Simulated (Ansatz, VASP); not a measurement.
# Cross-check of HfO2 between VASP and Ansatz, part 3 of 3

One calculation is typed for both programs; each brings its own data sets. How far apart do they land? The cell is taken from a series of runs on this material, whose earlier steps may have relaxed, scaled, displaced or heated it; both programs get it as it stands.

VASP 6.6.1 and Ansatz 0.2.0.

So far: The starting structure; Ansatz: zone-centre phonons, LDA, pair 1; VASP: zone-centre phonons, LDA, pair 1; Comparison.

**5. VASP: zone-centre phonons, LDA, pair 2**

Level of this step: LDA; plane waves and PAW (O, Hf_pv) (VASP).

Second derivatives magnify differences that forces hide, and they need a tight electronic threshold. The cell compared in this pair holds 31.19 Å³, against 31.02 Å³ for the pair before.

Contents of INCAR:

```
SYSTEM = HfO2
PREC = Accurate
ENCUT = 600
EDIFF = 1E-08
NELM = 120
ISMEAR = 0
SIGMA = 0.01
LREAL = .FALSE.
ALGO = Normal
GGA = PW92
NBANDS = 17
LASPH = .TRUE.
LORBIT = 11
LWAVE = .FALSE.
LCHARG = .FALSE.
ISIF = 2
IBRION = 8
GGA_COMPAT = .FALSE.
EFERMI = MIDGAP
KPAR = 2
```

Contents of POSCAR:

```
HfO2
1.0
   -0.0205434479      2.4964010346      2.5027757679
    2.4964010346     -0.0205434479      2.5027757679
    2.4758575867      2.4758575867      0.0000000000
O Hf
2 1
Direct
    0.2513866296      0.2513866296      0.2486133704
    0.7486133704      0.7486133704      0.7513866296
    0.0000000000      0.0000000000      0.0000000000
```

Contents of KPOINTS:

```
Automatic mesh
0
Gamma
8 8 8
0 0 0
```

PAW data sets: O and Hf_pv (LDA family, release 64).

Started as:

```console
$ mpirun -np 2 vasp_std
```

Numbers of over 12 decimals in the logs are rounded to 6 here.

Log:

```text
[banner, memory and clock lines left out]
running    2 mpi-ranks, on    1 nodes
[...]
[... a notice as in an earlier step ...]

 LDA part: xc-table for (Slater(with rela. corr.)+PW92), standard interpolation
 POSCAR, INCAR and KPOINTS ok, starting setup
[...]
entering main loop
       N       E                     dE             d eps       ncg     rms          rms(c)
DAV:   1     0.990703510753E+02    0.99070E+02   -0.13971E+04  3230   0.144E+03
DAV:   2    -0.347871105022E+02   -0.13386E+03   -0.12982E+03  4262   0.315E+02
DAV:   3    -0.386731031886E+02   -0.38860E+01   -0.38752E+01  3730   0.488E+01
DAV:   4    -0.386950100889E+02   -0.21907E-01   -0.21902E-01  4275   0.401E+00
[...]
DAV:  12    -0.330869638741E+02   -0.65890E-06   -0.62059E-06  4096   0.197E-02    0.224E-02
DAV:  13    -0.330869639473E+02   -0.73238E-07   -0.16575E-07  3980   0.356E-03    0.266E-03
DAV:  14    -0.330869639493E+02   -0.19538E-08   -0.27373E-09  2491   0.511E-04
   1 F= -.33086964E+02 E0= -.33086964E+02  d E =0.000000E+00
[...]
RMM:  14    -0.220899749774E+00   -0.13759E-08   -0.15253E-07  9486   0.111E-04    0.168E-05
RMM:  15    -0.220899752701E+00   -0.29268E-08   -0.12745E-07  8986   0.109E-04    0.581E-06
RMM:  16    -0.220899754283E+00   -0.15820E-08   -0.48131E-08  8666   0.107E-04    0.815E-07
 first order change of Fermi-energy  -0.17034E-03
 force on displaced ion       3 direction 1 :  -6.167  -0.443   0.000
 Linear response progress:
  Degree of freedom:   4/  4
       N       E                     dE             d eps       ncg     rms          rms(c)
RMM:   1    -0.230107827235E+00   -0.23011E+00    0.22361E+00  4024   0.950E+00
RMM:   2    -0.222559564576E+00    0.75483E-02   -0.27816E-02  4860   0.113E+00    0.879E-01
RMM:   3    -0.221775080047E+00    0.78448E-03   -0.10094E-03  5857   0.150E-01    0.458E-01
RMM:   4    -0.221171985830E+00    0.60309E-03   -0.11301E-04  6355   0.594E-02    0.210E-01
[...]
RMM:  15    -0.220854520702E+00   -0.23369E-08   -0.11634E-07  5581   0.981E-05    0.208E-06
RMM:  16    -0.220854523020E+00   -0.23183E-08   -0.14817E-07  5399   0.966E-05    0.877E-07
RMM:  17    -0.220854522838E+00    0.18231E-09   -0.49440E-08  5077   0.961E-05    0.451E-07
 first order change of Fermi-energy   0.13414E-04
 force on displaced ion       3 direction 3 :   0.000   0.000  -6.171
 Linear response finished
```

From OUTCAR (step 5):

```text
  Total       -0.5208913     -0.5208913     -0.7689547      0.2388841      0.0000000      0.0000000
  in kB      -26.7550898    -26.7550898    -39.4966341     12.2700548      0.0000000      0.0000000
  external PRESSURE =     -31.0022712 kB  Pullay stress =       0.0000000 kB

 POSITION                                       TOTAL-FORCE (eV/Angst)
 -----------------------------------------------------------------------------------
      1.23793      1.23793      1.25833         0.000000      0.000000     -0.008507
      3.71379      3.71379      3.74722        -0.000000     -0.000000      0.008507
      0.00000      0.00000      0.00000         0.000000      0.000000     -0.000000
 -----------------------------------------------------------------------------------
    total drift:                               -0.000000     -0.000000      0.000000

[... 1 part as in an earlier step ...]

[... 1 further part left out ...]
```

**6. Ansatz: zone-centre phonons, LDA, pair 2**

The same cell, functional (in two slightly different forms) and mesh now go to Ansatz, which takes its cutoff from its data sets.

The cell is taken from a series of runs on this material, whose earlier steps may have relaxed, scaled, displaced or heated it; both programs get it as it stands.

Contents of input.yaml:

```yaml
crystal:
  lattice:
    - [-0.0205434479, 2.4964010346, 2.5027757679]
    - [2.4964010346, -0.0205434479, 2.5027757679]
    - [2.4758575867, 2.4758575867, 0.0]
  atoms:
    - { symbol: O, position: [0.2513866296, 0.2513866296, 0.2486133704] }
    - { symbol: O, position: [0.7486133704, 0.7486133704, 0.7513866296] }
    - { symbol: Hf, position: [0.0, 0.0, 0.0] }
kpoints:
  mp_grid: { grid: [8, 8, 8] }
hamiltonian:
  xc: lda
  pseudopotentials: { kind: paw, azcp: { folder: soft_1 }, xc_functional: pbe }
scf:
  occupations: { method: fixed }
output:
  eigenvalues: true
phonons:
  method: dfpt
```

Started as:

```console
$ ansatz run input.yaml --threads 8 --pin off --max-ram 20480MiB --backend cpu --events-out ev --progress --plain --runs-dir out
```

Log:

```text
[...]
Crystal: 3 atoms, lattice volume = 31.193 Å³
Basis set: ecut = 420 eV, 609 PW (Γ), exchange–correlation on 48×48×48 points (8 copies of the dense FFT grid, shifted against one another)
Bands: 23, of which v1, the nominal top of the filled ones, is band 19 counted from 1 (18 counted from 0)
Symmetry: 8 space group operations
k-points: 150 of 512 (irreducible under 2 space group operations, time reversal used)
[...]
k-point 2: bands = [... 15 lower, 11.1434, 13.2067, 13.7519, 13.7533, 19.8505, 19.8964, 22.4119, 24.9146]
  k-point 149: bands = [... 15 lower, 11.7388, 13.5119, 13.6688, 15.2619, 18.9498, 20.8208, 22.2250, 23.6085]
[...]
ASR residual: 3.010e-4 → 0.000e0 eV/Å²; symmetrization residual: 5.344e-7 eV/Å²
  ASR residual per site (eV/Å²): 1.22e-4 1.22e-4 3.01e-4
  Γ frequencies (cm⁻¹): 0.00 0.00 0.00 242.37 251.45 260.05 596.47 598.74 602.06
[...]
[key lines of the parts left out:]
SCF converged after 9 iterations
Free energy (F): -16593.617790 eV
Fermi energy:    15.288552 eV
```

**7. Side by side**

What differs besides the data sets and the points named for the pairs above, as far as they apply: the data sets hold 38 valence electrons in Ansatz (on its PAW soft_1 files) and 22 in VASP. Total energies have different zeros and are not compared.

Compared:

```
             quantity  Ansatz   VASP  difference
optical mode 1 (cm⁻¹)   242.4  239.1     +1.39 %
optical mode 2 (cm⁻¹)   251.4  248.6     +1.14 %
optical mode 3 (cm⁻¹)   260.1  257.8     +0.88 %
optical mode 4 (cm⁻¹)   596.5  594.1     +0.39 %
optical mode 5 (cm⁻¹)   598.7  596.1     +0.45 %
optical mode 6 (cm⁻¹)   602.1  600.4     +0.28 %
```

Modes are paired by rising frequency, not by their patterns, so a pair may set unlike modes beside each other; they are those without the splitting of longitudinal modes.

**8. Summary of results**

```yaml
r_m_s_difference_of_the_optical_zone_centre_modes_each_program_s_sorted_by_frequency_zone_centre_phonons_lda_pair_1: 2.1 cm⁻¹
difference_in_optical_mode_1_zone_centre_phonons_lda_pair_1: +1.2 %
r_m_s_difference_of_the_optical_zone_centre_modes_each_program_s_sorted_by_frequency_zone_centre_phonons_lda_pair_2: 2.6 cm⁻¹
difference_in_optical_mode_1_zone_centre_phonons_lda_pair_2: +1.4 %
```

In words: The r.m.s. difference of the optical zone-centre modes, each program's sorted by frequency is 2.1 cm⁻¹ (zone-centre phonons, LDA, pair 1). The data sets hold unlike numbers of valence electrons (38 in Ansatz and 22 in VASP), so part of the differences comes from the potentials. Among the rows given in per cent, the largest difference of the zone-centre phonons, LDA, pair 1 pair is in optical mode 1, +1.2 %. Among the rows given in per cent, the largest difference of the zone-centre phonons, LDA, pair 2 pair is in optical mode 1, +1.4 %. Such differences can come from data sets, numerical settings and the points named under the comparisons, not from the functional's error against experiment.

[Lines on the potential files, build, host, timing and source positions are cut from VASP's logs without a mark.]

[Logs are printed without paths, hosts, clocks, repeated set-up lines and the standing remarks that a program may print on its own settings, such as how far it seeks lower states.]

[Hosts, paths, dates, database ids (printed as entryN), source tags and the programs' standing remarks are cut or masked in the printed files.]
